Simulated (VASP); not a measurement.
A convergence study with VASP on NiAl (space group no. 221 when undisturbed): one setting is varied, all else stays as given below, so the limit is that of these other settings. One atom is moved off its site, so that forces are finite.

```
CELL_PARAMETERS angstrom
      2.88133     0.00000     0.00000
      0.00000     2.88133     0.00000
      0.00000     0.00000     2.88133
ATOMIC_POSITIONS crystal
  Al 0.50000 0.50000 0.51735
  Ni 0.00000 0.00000 0.00000
```

All values below come from LDA (Ceperley-Alder, Perdew-Zunger), VASP's LDA PAW potentials (set 64) (plane waves; VASP 6.6.1). The tightest run used: 300 eV cut-off, 16×16×16 Γ-centred mesh, Fermi-Dirac smearing of 0.10 eV, potentials Al Ni.

Task: The settings run are 2×2×2 mesh; 3×3×3 mesh; 4×4×4 mesh; 5×5×5 mesh; 6×6×6 mesh; 7×7×7 mesh; 8×8×8 mesh; 9×9×9 mesh; 10×10×10 mesh; 12×12×12 mesh; 13×13×13 mesh; 15×15×15 mesh; 16×16×16 mesh. From which on does the energy per atom stay within 0.01 eV/atom of the tightest run?

Result: From 7×7×7 mesh on: it is off by 0.0076 there and by no more than 0.01 in any finer run, while 6×6×6 mesh is off by 0.0138.
```
setting        E (eV/atom)  pressure (GPa)  largest force (eV/Å)  irreducible k-points  difference judged (eV/atom)
-------------  -----------  --------------  --------------------  --------------------  ---------------------------
2×2×2 mesh         -6.0913           -4.89                 0.341                     6                       0.0092
3×3×3 mesh         -6.0008           -7.39                 0.280                     6                       0.0813
4×4×4 mesh         -6.1040           -8.85                 0.256                    18                       0.0219
5×5×5 mesh         -6.0627           -7.26                 0.264                    18                       0.0194
6×6×6 mesh         -6.0683           -7.53                 0.265                    40                       0.0138
7×7×7 mesh         -6.0897           -7.96                 0.263                    40                       0.0076
8×8×8 mesh         -6.0800           -7.78                 0.266                    75                       0.0021
9×9×9 mesh         -6.0793           -7.93                 0.263                    75                       0.0027
10×10×10 mesh      -6.0839           -7.96                 0.264                   126                       0.0018
12×12×12 mesh      -6.0810           -7.85                 0.264                   196                       0.0010
13×13×13 mesh      -6.0834           -7.95                 0.264                   196                       0.0013
15×15×15 mesh      -6.0813           -7.84                 0.264                   288                       0.0008
16×16×16 mesh      -6.0821           -7.88                 0.264                   405                       0.0000
```

Left out are rungs that failed or repeat a setting and relaxations that didn't move; long series are thinned to 24 rows.

The structure is a typed NiAl crystal (space group no. 221). The cell was not relaxed at this level, it is distorted from the ideal structure. The run is not spin-polarised, so no magnetic state was tried. The electron count is odd and the run is not spin-polarised, which forces a metal.
